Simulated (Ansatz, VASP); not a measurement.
# Ti2CO2 (Ti2CO2 MXene bilayer, AB): VASP beside Ansatz, part 3 of 3

One calculation is typed for both programs; each brings its own data sets. How far apart do they land? Of the first pair: The structure shown is the start of the Ansatz relaxation below; VASP solves that cell, so the two are compared at the walk's first step.

VASP 6.6.1 and Ansatz 0.2.0.

So far: Set-up; Ansatz: relaxation, PBE with D4; VASP: single point, PBE with D4, start cell, pair 1; Differences.

## (5) Ansatz: relaxation, PBE with D4

Level of this step: Ansatz beside VASP: Kohn-Sham DFT, plane waves, PBE with D4 (Ansatz).

This run makes the geometry at which the two programs are then compared.

The structure compared here is the end of the Ansatz relaxation.

input.yaml

```yaml
crystal:
  lattice:
    - [3.10024, 0.0, 0.0]
    - [-1.55012, 2.6848865978, 0.0]
    - [0.0, 0.0, 55.3861204531]
  atoms:
    - { symbol: O, position: [0.3333333333, 0.6666666667, 0.3899894021] }
    - { symbol: Ti, position: [0.6666666667, 0.3333333333, 0.4098185217], spin: 1.0 }
    - { symbol: C, position: [0.0, 0.0, 0.431904779] }
    - { symbol: Ti, position: [0.3333333333, 0.6666666667, 0.4539910363], spin: 1.0 }
    - { symbol: O, position: [0.6666666667, 0.3333333333, 0.4738201559] }
    - { symbol: O, position: [0.6666666667, 0.3333333333, 0.5261798441] }
    - { symbol: Ti, position: [0.0, 0.0, 0.5460089637], spin: 1.0 }
    - { symbol: C, position: [0.3333333333, 0.6666666667, 0.568095221] }
    - { symbol: Ti, position: [0.6666666667, 0.3333333333, 0.5901814783], spin: 1.0 }
    - { symbol: O, position: [0.0, 0.0, 0.6100105979] }
  periodic: [true, true, false]
magnetization:
  spin_polarized: true
kpoints:
  mp_grid: { grid: [12, 12, 1] }
hamiltonian:
  xc: pbe
  dispersion: d4
scf:
  occupations: { method: fermi_dirac, width: 0.05 }
  convergence: { dr2_threshold: 1.0e-09 }
relax:
  f_tol: 0.004
  max_steps: 90
  cell: {}
output:
  write_potential: true
  write_density: true
  volumetric_format: npy
```

The run is started by

```sh
$ ansatz run input.yaml --threads 8 --pin off --max-ram 12288MiB --backend cpu --events-out ev --progress --plain --runs-dir out
```

Numbers of over 12 decimals in the logs are rounded to 6 here.

Log:

```text
[...]
Crystal: 10 atoms, lattice volume = 461.023 Å³
Basis set: ecut = 420 eV, 8945 PW (Γ), exchange–correlation on 48×48×750 points (8 copies of the dense FFT grid, shifted against one another)
Bands: 52, of which v1, the nominal top of the filled ones, is band 40 counted from 1 (39 counted from 0)
[...]
- { symbol: O, position: [0.666667, 0.333333, 0.472512] }
    - { symbol: O, position: [0.666667, 0.333333, 0.527488] }
    - { symbol: Ti, position: [3.0410642116176792e-18, 1.1102230246493919e-17, 0.543831] }
    - { symbol: C, position: [0.333333, 0.666667, 0.567334] }
    - { symbol: Ti, position: [0.666667, 0.333333, 0.590843] }
    - { symbol: O, position: [2.228065079906693e-18, 1.1102230246493896e-17, 0.607218] }
[key lines of the parts left out:]
SCF converged after 7 iterations
Magnetization: -0.0000 μB (40.0000 up, 40.0000 down)
Free energy (F): -12782.700327 eV
Fermi energy:    -5.663018 eV
P = ½ c Tr σ = -0.0485 N/m
```

## (6) VASP: single point, PBE with D4, relaxed cell, pair 2

The same cell, functional, mesh and smearing now go to VASP, with its own data sets.

INCAR

```
SYSTEM = Ti2CO2
PREC = Accurate
ENCUT = 520
EDIFF = 1E-06
NELM = 200
ISMEAR = -1
SIGMA = 0.05
LREAL = .FALSE.
ALGO = Normal
GGA = PE
IVDW = 13
NBANDS = 55
ISPIN = 2
MAGMOM = -0 -0 -0 -0 0 0 0 0 -0 -0
LASPH = .TRUE.
LMAXMIX = 4
LORBIT = 11
LWAVE = .FALSE.
LCHARG = .FALSE.
ISIF = 2
LDIPOL = .TRUE.
IDIPOL = 3
DIPOL = 0.5 0.5 0.5
LVHAR = .TRUE.
GGA_COMPAT = .FALSE.
NELMDL = -8
KPAR = 2
```

POSCAR

```
Ti2CO2
1.0
    3.0142208235      0.0000000000      0.0000000000
   -1.5071104118      2.6103918058      0.0000000000
    0.0000000000      0.0000000000     55.3861204531
O Ti C
4 4 2
Direct
    0.3333333333      0.6666666666      0.3927823918
    0.6666666666      0.3333333333      0.4725123175
    0.6666666666      0.3333333333      0.5274876825
    0.9999999999      1.0000000000      0.6072176082
    0.6666666666      0.3333333333      0.4091574722
    0.3333333333      0.6666666666      0.4561691812
    0.9999999999      1.0000000000      0.5438308188
    0.6666666666      0.3333333333      0.5908425278
    0.9999999999      1.0000000000      0.4326661276
    0.3333333333      0.6666666666      0.5673338724
```

KPOINTS

```
Automatic mesh
0
Gamma
12 12 1
0 0 0
```

The projector-augmented-wave data sets are O, Ti_sv and C (PBE family, release 64).

The run is started by

```sh
$ mpirun -np 2 vasp_std
```

Log:

```text
[banner, memory and clock lines left out]
running    2 mpi-ranks, on    1 nodes
[...]
LDA part: xc-table for (Slater+PW92), standard interpolation
 [... a notice as in an earlier step ...]

 POSCAR, INCAR and KPOINTS ok, starting setup
[...]
entering main loop
       N       E                     dE             d eps       ncg     rms          rms(c)
DAV:   1     0.992546428203E+03    0.99255E+03   -0.39692E+04  4932   0.131E+03
DAV:   2     0.525470080836E+02   -0.94000E+03   -0.90168E+03  5028   0.407E+02
DAV:   3    -0.101738641486E+03   -0.15429E+03   -0.15106E+03  5733   0.162E+02
DAV:   4    -0.117352267323E+03   -0.15614E+02   -0.15580E+02  6520   0.487E+01
[...]
DAV:  30    -0.900413411386E+02   -0.11097E-05   -0.22392E-08  2888   0.699E-04    0.250E-04
DAV:  31    -0.900413425048E+02   -0.13662E-05   -0.12547E-08  2888   0.461E-04    0.179E-04
DAV:  32    -0.900413434864E+02   -0.98163E-06   -0.58430E-09  2853   0.422E-04
   1 F= -.92094711E+02 E0= -.92093820E+02  d E =-.178126E-02  mag=    -0.0000
```

From OUTCAR (step 6):

```text
  Edisp (eV):   -2.05337

  Total      -0.37644    -0.37644    -0.33260     0.00000    -0.00000     0.00000
  in kB      -1.38396    -1.38396    -1.22280     0.00000    -0.00000     0.00000
  external pressure =       -1.33 kB  Pullay stress =        0.00 kB

 POSITION                                       TOTAL-FORCE (eV/Angst)
 -----------------------------------------------------------------------------------
     -0.00000      1.74026     21.75469        -0.000000     -0.000000      0.002938
      1.50711      0.87013     26.17062         0.000000      0.000000     -0.004539
      1.50711      0.87013     29.21550        -0.000000      0.000000      0.004539
      3.01422      0.00000     33.63143         0.000000      0.000000     -0.002938
      1.50711      0.87013     22.66165         0.000000      0.000000      0.023409
     -0.00000      1.74026     25.26544        -0.000000      0.000000     -0.018497
      3.01422      0.00000     30.12068         0.000000     -0.000000      0.018497
      1.50711      0.87013     32.72448        -0.000000     -0.000000     -0.023409
      3.01422      0.00000     23.96370        -0.000000      0.000000      0.004164
     -0.00000      1.74026     31.42242        -0.000000     -0.000000     -0.004164
 -----------------------------------------------------------------------------------
    total drift:                                0.000002      0.000001      0.000000

  FREE ENERGIE OF THE ION-ELECTRON SYSTEM (eV)
  ---------------------------------------------------
  free  energy   TOTEN  =       -92.0947108565 eV

  energy  without entropy=      -92.0929296013  energy(sigma->0) =      -92.09382023

 magnetization (x)
# of ion       s       p       d       tot
------------------------------------------
    1        0.000   0.000   0.000   0.000
    2        0.000  -0.000   0.000   0.000
    3        0.000  -0.000   0.000   0.000
    4        0.000   0.000   0.000   0.000
    5       -0.000   0.000  -0.000  -0.000
    6        0.000  -0.000  -0.000  -0.000
    7        0.000  -0.000  -0.000  -0.000
    8       -0.000   0.000  -0.000  -0.000
    9       -0.000  -0.000   0.000  -0.000
   10       -0.000  -0.000   0.000  -0.000
--------------------------------------------------
tot         -0.000   0.000  -0.000   0.000

[... 1 part as in an earlier step ...]

[... 2 further parts left out ...]
[key lines of the parts left out:]
E-fermi :  -2.4747
```

## (7) Comparison

At this near-relaxed geometry the largest component of a force difference is 22 meV/Å. With vacuum in the cell, a pressure given here is an average over mostly empty space and none of the material.

## (8) Summary of results

```json
{"r.m.s. force difference (single point, PBE with D4, start cell, pair 1)": "0.49 % of the r.m.s. force", "r.m.s. force difference (single point, PBE with D4, relaxed cell, pair 2)": "7.3 meV/Å"}
```

The r.m.s. force difference is 7.3 meV/Å (single point, PBE with D4, relaxed cell, pair 2), within the 12 meV/Å picked in this series as the mark of a large difference. Such differences can come from data sets, numerical settings and the points named under the comparisons, not from the functional's error against experiment.

[Lines on the potential files, build, host, timing and source positions are cut from VASP's logs without a mark.]

[Logs are printed without paths, hosts, clocks, repeated set-up lines and the standing remarks that a program may print on its own settings, such as how far it seeks lower states.]

[Hosts, paths, dates, database ids (printed as entryN), source tags and the programs' standing remarks are cut or masked in the printed files.]
